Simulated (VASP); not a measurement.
# GW on InP, part 3 of 4

How does the gap of InP change from the starting functional to GW? The cell is of the zinc-blende type, one of the forms listed for this formula, which need not be the common one. The start is a cell from a database of measured crystal structures.

VASP 6.6.1, plane waves and PAW; the level of theory is named at each step.

So far, gap on the k-mesh (eV): step 3 (empty bands, functional PBE) 0.679.

## (4) evGW0 (continued)

Level of this step: evGW0 on PBE; plane waves and PAW (In_d_GW, P_GW) (VASP).

OUTCAR, selected parts (step 4):

```text
The static configuration has the point symmetry T_d .

 Found     16 irreducible k-points:

   k-points           NKPTS =     16   k-points in BZ     NKDIM =    216   number of bands    NBANDS=    328

   NELECT =      18.0000    total number of electrons

 E-fermi :   4.2241

 QP shifts <psi_nk| G(iteration)W_0 |psi_nk>: iteration 1
 for sc-GW calculations column KS-energies equals QP-energies in previous step
 and V_xc(KS)=  KS-energies - (<T + V_ion + V_H > + <T+V_H+V_ion>^1  + <V_x>^1)
 k-point   1 :       0.0000    0.0000    0.0000
  band No.  KS-energies  QP-energies   sigma(KS)   V_xc(KS)     V^pw_x(r,r')   Z            occupation Imag(sigma)
    ...
      6      -7.6123      -8.1207     -12.1326     -11.3009     -18.2702       0.6113       2.0000       0.6215
      7       3.8846       3.2409     -13.1036     -12.2346     -13.8223       0.7407       2.0000      -0.1639
      8       3.8846       3.2409     -13.1036     -12.2346     -13.8223       0.7407       2.0000      -0.1639
      9       3.8846       3.2409     -13.1036     -12.2346     -13.8223       0.7407       2.0000      -0.1639
     10       4.5635       4.4768     -11.0401     -10.9271      -7.2041       0.7681       0.0000      -0.2315
     11       7.9669       7.9733      -9.9905      -9.9989      -5.5487       0.7596       0.0000      -0.2262
     12       7.9669       7.9733      -9.9905      -9.9989      -5.5487       0.7596       0.0000      -0.2262
     13       7.9669       7.9733      -9.9905      -9.9989      -5.5487       0.7596       0.0000      -0.2262
    ...

 k-point   2 :       0.1667    0.0000    0.0000
  band No.  KS-energies  QP-energies   sigma(KS)   V_xc(KS)     V^pw_x(r,r')   Z            occupation Imag(sigma)
    ...
      6      -7.3007      -7.8520     -12.3232     -11.4421     -18.3041       0.6256       2.0000       0.5958
      7       1.7013       1.0239     -12.4268     -11.4969     -13.6308       0.7285       2.0000      -0.1435
      8       3.5825       2.9232     -12.9215     -12.0304     -13.7361       0.7399       2.0000      -0.1599
      9       3.5825       2.9232     -12.9215     -12.0304     -13.7361       0.7399       2.0000      -0.1599
     10       5.6645       5.5971     -10.9071     -10.8187      -6.9570       0.7620       0.0000      -0.2283
     11       8.3674       8.3285     -10.2511     -10.1990      -5.6811       0.7478       0.0000      -0.2312
     12       8.4044       8.4217     -10.1196     -10.1428      -5.5311       0.7508       0.0000      -0.2322
     13       8.4044       8.4217     -10.1196     -10.1428      -5.5311       0.7508       0.0000      -0.2322
    ...

 k-point   3 :       0.3333    0.0000    0.0000
  band No.  KS-energies  QP-energies   sigma(KS)   V_xc(KS)     V^pw_x(r,r')   Z            occupation Imag(sigma)
    ...
      6      -6.4970      -7.1148     -12.7760     -11.8258     -18.4062       0.6502       2.0000       0.5213
      7      -0.6718      -1.3981     -11.9659     -10.9239     -14.4380       0.6971       2.0000      -0.0519
      8       3.1119       2.4274     -12.7339     -11.8045     -13.7440       0.7366       2.0000      -0.1535
      9       3.1119       2.4274     -12.7339     -11.8045     -13.7440       0.7366       2.0000      -0.1535
     10       5.5218       5.4600     -10.4622     -10.3818      -6.4414       0.7681       0.0000      -0.2251
     11       8.7453       8.7528      -9.8989      -9.9088      -5.2225       0.7483       0.0000      -0.2342
     12       8.7453       8.7528      -9.8989      -9.9088      -5.2225       0.7483       0.0000      -0.2342
     13      10.1397      10.0622     -10.0845      -9.9779      -4.7948       0.7267       0.0000      -0.2865
    ...

 QP shifts <psi_nk| G(iteration)W_0 |psi_nk>: iteration 2
 k-point   1 :       0.0000    0.0000    0.0000
  band No. old QP-enery  QP-energies   sigma(KS)   T+V_ion+V_H  V^pw_x(r,r')   Z            occupation Imag(sigma)
    ...
      6      -8.1207      -8.3678     -12.2095       3.6886     -18.2702       0.6172       2.0000       0.5834
      7       3.2409       3.1081     -13.0568      16.1192     -13.8223       0.7441       2.0000      -0.1646
      8       3.2409       3.1081     -13.0568      16.1192     -13.8223       0.7441       2.0000      -0.1646
      9       3.2409       3.1081     -13.0568      16.1192     -13.8223       0.7441       2.0000      -0.1646
     10       4.4768       4.4318     -11.0723      15.4907      -7.2041       0.7699       0.0000      -0.2322
     11       7.9733       7.9472     -10.0270      17.9658      -5.5487       0.7589       0.0000      -0.2281
     12       7.9733       7.9472     -10.0270      17.9658      -5.5487       0.7589       0.0000      -0.2281
     13       7.9733       7.9472     -10.0270      17.9658      -5.5487       0.7589       0.0000      -0.2281
    ...

 QP shifts <psi_nk| G(iteration)W_0 |psi_nk>: iteration 3
 k-point   1 :       0.0000    0.0000    0.0000
  band No. old QP-enery  QP-energies   sigma(KS)   T+V_ion+V_H  V^pw_x(r,r')   Z            occupation Imag(sigma)
    ...
      6      -8.3678      -8.4489     -12.1880       3.6886     -18.2702       0.6163       2.0000       0.5915
      7       3.1081       3.0776     -13.0521      16.1192     -13.8223       0.7448       2.0000      -0.1651
      8       3.1081       3.0776     -13.0521      16.1192     -13.8223       0.7448       2.0000      -0.1651
      9       3.1081       3.0776     -13.0521      16.1192     -13.8223       0.7448       2.0000      -0.1651
     10       4.4318       4.4163     -11.0789      15.4907      -7.2041       0.7705       0.0000      -0.2330
     11       7.9472       7.9365     -10.0327      17.9658      -5.5487       0.7592       0.0000      -0.2287
     12       7.9472       7.9365     -10.0327      17.9658      -5.5487       0.7592       0.0000      -0.2287
     13       7.9472       7.9365     -10.0327      17.9658      -5.5487       0.7592       0.0000      -0.2287
    ...

 QP shifts <psi_nk| G(iteration)W_0 |psi_nk>: iteration 4
 k-point   1 :       0.0000    0.0000    0.0000
  band No. old QP-enery  QP-energies   sigma(KS)   T+V_ion+V_H  V^pw_x(r,r')   Z            occupation Imag(sigma)
    ...
      6      -8.4489      -8.4733     -12.1771       3.6886     -18.2702       0.6155       2.0000       0.5962
      7       3.0776       3.0700     -13.0518      16.1192     -13.8223       0.7452       2.0000      -0.1653
      8       3.0776       3.0700     -13.0518      16.1192     -13.8223       0.7452       2.0000      -0.1653
      9       3.0776       3.0700     -13.0518      16.1192     -13.8223       0.7452       2.0000      -0.1653
     10       4.4163       4.4117     -11.0804      15.4907      -7.2041       0.7705       0.0000      -0.2333
     11       7.9365       7.9331     -10.0338      17.9658      -5.5487       0.7591       0.0000      -0.2288
     12       7.9365       7.9331     -10.0338      17.9658      -5.5487       0.7591       0.0000      -0.2288
     13       7.9365       7.9331     -10.0338      17.9658      -5.5487       0.7591       0.0000      -0.2288
    ...

[... 7 parts as in an earlier step ...]

[... 26 further parts left out ...]
```

Numbers from this step:

| Item | Value |
| --- | --- |
| quasiparticle gap on the mesh | 1.342 eV |
| smallest direct quasiparticle gap on the mesh | 1.342 eV |
| gap of the starting orbitals on the mesh | 0.6789 eV |

QP gap by iteration, by row:

```csv
iteration,gap (eV),direct gap (eV)
1,1.236,1.236
2,1.324,1.324
3,1.339,1.339
4,1.342,1.342
```

GW takes the gap from 0.679 to 1.342 eV. Spin-orbit coupling is left out. The value holds for 328 bands, ENCUTGW = 200 eV and this mesh, and isn't shown to be converged in them.

## (5) QPGW0

This step: QPGW0 on PBE; plane waves and PAW (In_d_GW, P_GW) (VASP 6.6.1).

Here the orbitals are updated too, by diagonalising a Hermitian self-energy in the bands up to NBANDSGW.

File INCAR:

```
SYSTEM = InP
PREC = Accurate
ENCUT = 300
ISMEAR = 0
SIGMA = 0.01
LREAL = .FALSE.
GGA = PE
NBANDS = 328
ALGO = QPGW0
NELMGW = 4
ENCUTGW = 200
NOMEGA = 48
PRECFOCK = Fast
NBANDSGW = 32
LWAVE = .FALSE.
LCHARG = .FALSE.
```

File POSCAR:

```
InP
1.0
    0.0000000000      2.9343500000      2.9343500000
    2.9343500000      0.0000000000      2.9343500000
    2.9343500000      2.9343500000      0.0000000000
In P
1 1
Direct
    0.0000000000      0.0000000000      0.0000000000
    0.2500000000      0.2500000000      0.2500000000
```

File KPOINTS:

```
Automatic mesh
0
Gamma
6 6 6
0 0 0
```

The projector-augmented-wave data sets are In_d_GW and P_GW (PBE family, release 64).

On the command line:

```
$ mpirun -np 8 vasp_std
```

Output:

```text
[banner, memory and clock lines left out]
running    8 mpi-ranks, on    1 nodes
[...]
|                                                                             |
|           W    W    AA    RRRRR   N    N  II  N    N   GGGG   !!!           |
|           W    W   A  A   R    R  NN   N  II  NN   N  G    G  !!!           |
|           W    W  A    A  R    R  N N  N  II  N N  N  G       !!!           |
|           W WW W  AAAAAA  RRRRR   N  N N  II  N  N N  G  GGG   !            |
|           WW  WW  A    A  R   R   N   NN  II  N   NN  G    G                |
|           W    W  A    A  R    R  N    N  II  N    N   GGGG   !!!           |
|                                                                             |
|     For optimal performance we recommend to set                             |
|       NCORE = 2 up to number-of-cores-per-socket                            |
|     NCORE specifies how many cores store one orbital (NPAR=cpu/NCORE).      |
|     This setting can greatly improve the performance of VASP for DFT.       |
|     The default, NCORE=1 might be grossly inefficient on modern             |
|     multi-core architectures or massively parallel machines. Do your        |
|     Unfortunately you need to use the default for GW and RPA                |
|     calculations (for HF NCORE is supported but not extensively tested      |
|     yet).                                                                   |
|                                                                             |

|                                                                             |
|           W    W    AA    RRRRR   N    N  II  N    N   GGGG   !!!           |
|           W    W   A  A   R    R  NN   N  II  NN   N  G    G  !!!           |
|           W    W  A    A  R    R  N N  N  II  N N  N  G       !!!           |
|           W WW W  AAAAAA  RRRRR   N  N N  II  N  N N  G  GGG   !            |
|           WW  WW  A    A  R   R   N   NN  II  N   NN  G    G                |
|           W    W  A    A  R    R  N    N  II  N    N   GGGG   !!!           |
|                                                                             |
|     The default for ENCUTGWSOFT is different in this version of VASP.       |
|     please manually set ENCUTGWSOFT =200 in the INCAR file.                 |
|                                                                             |

 LDA part: xc-table for (Slater+PW92), standard interpolation
 found WAVECAR, reading the header
 POSCAR, INCAR and KPOINTS ok, starting setup
[...]
reading WAVECAR
 the WAVECAR file was read successfully
 initial charge from wavefunction
 available memory per node:     81.92 GB, setting MAXMEM to     83881

 The Fermi energy was updated, please check that it is located mid-gap
[...]
|.........|.........|.........|.........|.........|.........|.........|.........
 performed      60496000 updates of chi_q(r,r)
 total number of BLAS operations      51090.81 Gflops
 resolving degeneracies of screened two electron integrals

 calculate QP shifts <psi_nk| G(iteration)W_0 |psi_nk>: iteration 1

 QP shifts <psi_nk| G(iteration)W_0 |psi_nk>: iteration 1
 NQ=           1  operations          48
 NQ=           2  operations           6
 NQ=           3  operations           6
 NQ=           4  operations          12
 NQ=           5  operations           8
 NQ=           6  operations           2
 NQ=           7  operations           2
 NQ=           8  operations           2
 NQ=           9  operations           4
 NQ=          10  operations           8
 NQ=          11  operations           2
 NQ=          12  operations           4
 NQ=          13  operations          16
 NQ=          14  operations           2
 NQ=          15  operations           2
 NQ=          16  operations           4
 allocating   6 responsefunctions rank=   336
 shmem allocating  48 responsefunctions rank=   336
 response function shared by NCSHMEM nodes    1
 Doing            6  frequencies on each core in blocks of           48
NQ=   1    0.0000    0.0000    0.0000,
|.........|.........|.........|.........|.........|.........|.........|.........
 performed       1576000 updates of chi_q(r,r)
 total number of BLAS operations       1381.47 Gflops
NQ=   2    0.1667    0.0000    0.0000,
|.........|.........|.........|.........|.........|.........|.........|.........
 performed       4579000 updates of chi_q(r,r)
 total number of BLAS operations       3842.02 Gflops
NQ=   3    0.3333    0.0000    0.0000,
|.........|.........|.........|.........|.........|.........|.........|.........
 performed       7582000 updates of chi_q(r,r)
 total number of BLAS operations       6490.57 Gflops
NQ=   4    0.5000    0.0000    0.0000,
|.........|.........|.........|.........|.........|.........|.........|.........
 performed      10081000 updates of chi_q(r,r)
 total number of BLAS operations       8694.87 Gflops
NQ=   5    0.1667    0.1667    0.0000,
|.........|.........|.........|.........|.........|.........|.........|.........
 performed      13084000 updates of chi_q(r,r)
 total number of BLAS operations      11264.24 Gflops
NQ=   6    0.3333    0.1667    0.0000,
|.........|.........|.........|.........|.........|.........|.........|.........
 performed      17892000 updates of chi_q(r,r)
 total number of BLAS operations      15352.82 Gflops
NQ=   7    0.5000    0.1667    0.0000,
|.........|.........|.........|.........|.........|.........|.........|.........
 performed      22700000 updates of chi_q(r,r)
 total number of BLAS operations      19316.94 Gflops
NQ=   8   -0.3333    0.1667    0.0000,
|.........|.........|.........|.........|.........|.........|.........|.........
 performed      27508000 updates of chi_q(r,r)
 total number of BLAS operations      23281.06 Gflops
NQ=   9   -0.1667    0.1667    0.0000,
|.........|.........|.........|.........|.........|.........|.........|.........
 performed      31645000 updates of chi_q(r,r)
 total number of BLAS operations      26691.44 Gflops
NQ=  10    0.3333    0.3333    0.0000,
|.........|.........|.........|.........|.........|.........|.........|.........
 performed      34648000 updates of chi_q(r,r)
 total number of BLAS operations      29198.34 Gflops
NQ=  11    0.5000    0.3333    0.0000,
[key lines of the parts left out:]
E-fermi :   4.2241
```

Run time: 1.5 h. Hardware: 8 MPI ranks of AMD EPYC 7R43, shared host.

The run was cut off at its time limit.

More ranks or a longer limit might have been enough; this was not tried.

## (6) Orbitals for another starting point

This step: PBE; plane waves and PAW (In_d_GW, P_GW) (VASP 6.6.1).

A hybrid converges faster from good orbitals, so a cheap PBE run writes WAVECAR first.

File INCAR:

```
SYSTEM = InP
PREC = Accurate
ENCUT = 300
EDIFF = 1E-05
NELM = 100
ISMEAR = 0
SIGMA = 0.01
LREAL = .FALSE.
ALGO = Normal
GGA = PE
NBANDS = 15
LORBIT = 11
LWAVE = .TRUE.
LCHARG = .FALSE.
KPAR = 8
```

POSCAR is that of step 5.

KPOINTS is that of step 5.

On the command line:

```
$ mpirun -np 8 vasp_std
```

Output:

```text
[banner, memory and clock lines left out]
running    8 mpi-ranks, on    1 nodes
 distrk:  each k-point on    1 cores,    8 groups
 distr:  one band on    1 cores,    1 groups

 POSCAR found type information on POSCAR InP
 POSCAR found :  2 types and       2 ions
 [... a notice as in an earlier step ...]

 LDA part: xc-table for (Slater+PW92), standard interpolation
 POSCAR, INCAR and KPOINTS ok, starting setup
 FFT: planning ... GRIDC
 FFT: planning ... GRID_SOFT
 FFT: planning ... GRID
 WAVECAR not read
 entering main loop
       N       E                     dE             d eps       ncg     rms          rms(c)
[... 11 cycles as in an earlier step ...]
DAV:  12    -0.832586313298E+01    0.44558E-06   -0.23269E-06   569   0.337E-02
   1 F= -.83258631E+01 E0= -.83258631E+01  d E =-.266129E-56
 writing wavefunctions
```

Run time: 4.4 s. Hardware: 8 MPI ranks; peak memory 0.91 GiB; 27 s of CPU time.

Parts of OUTCAR (step 6):

```text
   NELECT =      18.0000    total number of electrons

 E-fermi :   3.9945

 k-point     1 :       0.0000    0.0000    0.0000
  band No.  band energies     occupation
    ...
      5     -10.1358      2.00000
      6      -7.6124      2.00000
      7       3.8845      2.00000
      8       3.8845      2.00000
      9       3.8845      2.00000
     10       4.5633      0.00000
     11       7.9671      0.00000
     12       7.9671      0.00000
     13       7.9671      0.00000
     14      12.4387      0.00000
    ...

  Total        0.8579589      0.8579589      0.8579589      0.0000000      0.0000000      0.0000000
  in kB       27.2026571     27.2026571     27.2026571      0.0000000      0.0000000      0.0000000
  external PRESSURE =      27.2026571 kB  Pullay stress =       0.0000000 kB

 POSITION                                       TOTAL-FORCE (eV/Angst)
 -----------------------------------------------------------------------------------
      0.00000      0.00000      0.00000        -0.000000     -0.000000     -0.000000
      1.46717      1.46717      1.46717         0.000000      0.000000      0.000000
 -----------------------------------------------------------------------------------
    total drift:                               -0.000001     -0.000001     -0.000001

  FREE ENERGIE OF THE ION-ELECTRON SYSTEM (eV)
  ---------------------------------------------------
  free  energy   TOTEN  =        -8.3258631330 eV

  energy  without entropy=       -8.3258631330  energy(sigma->0) =       -8.32586313

[... 9 parts as in an earlier step ...]

[... 8 further parts left out ...]
```

This step gave:

```
Fermi energy                   : 3.994 eV
pressure                       : 2.720 GPa
gap on the k-mesh              : 0.6788 eV
least direct gap on the k-mesh : 0.6788 eV
```

The run ends at a pressure of 2.72 GPa.

(Continued in part 4 of 4.)

[Lines on the potential files, build, host, timing and source positions are cut from VASP's logs without a mark.]

[Logs are printed without paths, hosts, clocks, repeated set-up lines and the standing remarks that a program may print on its own settings, such as how far it seeks lower states.]

[Hosts, paths, dates, database ids (printed as entryN), source tags and the programs' standing remarks are cut or masked in the printed files.]

[Pressures printed for these runs are not shown converged in the cutoff: they can be off by several GPa and have the wrong sign.]

[In band tables of VASP the shares of atoms and orbitals are scaled to a sum of 1 inside the atoms' spheres.]
